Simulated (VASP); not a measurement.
Method: PBE GGA, VASP's PBE PAW potentials (set 64) (plane waves; VASP).

VASP ran on this input.

**KPOINTS**
```
Automatic mesh
0
Gamma
1 1 1
0 0 0
```

INCAR:
```
EDIFFG=-0.03
SIGMA=0.05   ! width (eV)
NSW=60
NELM=100   ! most electronic steps
LASPH=.TRUE.   ! aspherical one-centre terms
IBRION=2
ISIF=2   ! forces and stress, cell fixed
SYSTEM=C64H
EDIFF=1E-5
LCHARG=.FALSE.
NELECT=256.0
LREAL=Auto
PREC=Normal
LWAVE=.TRUE.
ENCUT=400
ISYM=0
ISMEAR=0   ! Gaussian
NELMIN=4
GGA=PE
ALGO=Fast
```

**POSCAR**
```
C64H
1.0
  7.1465551590   0.0000000000   0.0000000000
  0.0000000000   7.1465551590   0.0000000000
  0.0000000000   0.0000000000   7.1465551590
C H
64 1
Cart
  3.5732775795   0.0000000000   0.0000000000
  4.4277768868   0.9044179950   0.8729231265
  5.3599163692   1.7866387898   0.0000000000
  6.2532357641   2.6799581846   0.8933193949
  5.3599163692   0.0000000000   1.7866387898
  6.2532357641   0.8933193949   2.6799581846
  0.0000000000   0.0000000000   0.0000000000
  0.8662339508   0.8963138015   0.9125436283
  1.7655993314   1.7455746838   0.0486466010
  2.7073223443   2.6848464284   0.8590873957
  3.5983691347   3.5757502876   0.0306372820
  4.4882939158   4.4181004511   0.8946415076
  5.3599163692   5.3599163692   0.0000000000
  6.2532357641   6.2532357641   0.8933193949
  1.7501699188   7.1295463577   1.7536145584
  2.7140615458   0.9038891500   2.6754844411
  3.5935523565   1.8358999945   1.8003315894
  4.4183434339   2.6438537880   2.6945157175
  5.3102978368   3.5304268348   1.7934780430
  6.2532357641   4.4665969744   2.6799581846
  3.5969612633   0.0498043429   3.5256243497
  4.5161511878   0.8532558067   4.4963194973
  5.3173229005   1.7648132103   3.5317775337
  6.2532357641   2.6799581846   4.4665969744
  5.3599163692   0.0000000000   5.3599163692
  6.2532357641   0.8933193949   6.2532357641
  0.0000000000   3.5732775795   0.0000000000
  0.8851294427   4.4180718648   0.8807414578
  1.7866387898   5.3599163692   0.0000000000
  2.6799581846   6.2532357641   0.8933193949
  0.0074824433   1.7594175611   1.7878465576
  0.9000585964   2.6810301679   2.6806299608
  1.7825723999   3.5776584178   1.7943070434
  2.6334055243   4.4363813392   2.6562030353
  3.5881781470   5.4077768491   1.8083214381
  4.4665969744   6.2532357641   2.6799581846
  0.0000000000   0.0000000000   3.5732775795
  0.8560572563   0.9319679652   4.4272623348
  1.7388140426   1.7477115038   3.5477643776
  2.7154765638   2.6309328162   4.4289918011
  3.5523238798   3.5772725038   3.5346290092
  4.4952117812   4.4367386669   4.4608082647
  5.3599163692   5.3599163692   3.5732775795
  6.2532357641   6.2532357641   4.4665969744
  1.7866387898   0.0000000000   5.3599163692
  2.6799581846   0.8933193949   6.2532357641
  3.6135698575   1.7885969459   5.4036890196
  4.4665969744   2.6799581846   6.2532357641
  5.3599163692   3.5732775795   5.3599163692
  6.2532357641   4.4665969744   6.2532357641
  0.0000000000   5.3599163692   1.7866387898
  0.8933193949   6.2532357641   2.6799581846
  7.1418169929   3.5368873206   3.5280899112
  0.8449515096   4.5085829859   4.4410694793
  1.7584241900   5.3473813115   3.5666741625
  2.6799581846   6.2532357641   4.4665969744
  0.0000000000   1.7866387898   5.3599163692
  0.8933193949   2.6799581846   6.2532357641
  1.7414010956   3.5525525695   5.3145500371
  2.6799581846   4.4665969744   6.2532357641
  3.5732775795   5.3599163692   5.3599163692
  4.4665969744   6.2532357641   6.2532357641
  0.0000000000   5.3599163692   5.3599163692
  0.8933193949   6.2532357641   6.2532357641
  2.6581397517   2.6618916932   2.7066362750
```

POTCAR, in this order: C H (PBE.64 set). Program: vasp_gam.

At this cut-off the stress carries a Pulay error, which pulls relaxed volumes low. The cell is charged, with a uniform compensating background. The supercell is sampled at Γ alone, which is coarse: total energies, pressure and levels can be off, energies of defects by several tenths of an eV.

### Question
Estimate the energy per atom (σ→0).

### Answer

```yaml
energy per atom (σ→0): -9013 meV/atom
```

OSZICAR:
```
...
RMM:   4    -0.585860267081E+03   -0.25489E-05   -0.23242E-05   211   0.115E-02
  43 F= -.58586027E+03 E0= -.58586027E+03  d E =-.130624E-02
       N       E                     dE             d eps       ncg     rms          rms(c)
DAV:   1    -0.585860732315E+03   -0.46778E-03   -0.77861E-02   356   0.786E-01    0.575E-02
RMM:   2    -0.585860820571E+03   -0.88256E-04   -0.12101E-03   322   0.934E-02    0.352E-02
RMM:   3    -0.585860834030E+03   -0.13459E-04   -0.20546E-04   325   0.359E-02    0.117E-02
RMM:   4    -0.585860838006E+03   -0.39765E-05   -0.34967E-05   229   0.138E-02
  44 F= -.58586084E+03 E0= -.58586084E+03  d E =-.570925E-03
```

The cell is a supercell with a defect, built from C (diamond): H_i, charge +1. The run is not spin-polarised, so no state with unpaired spins was tried.
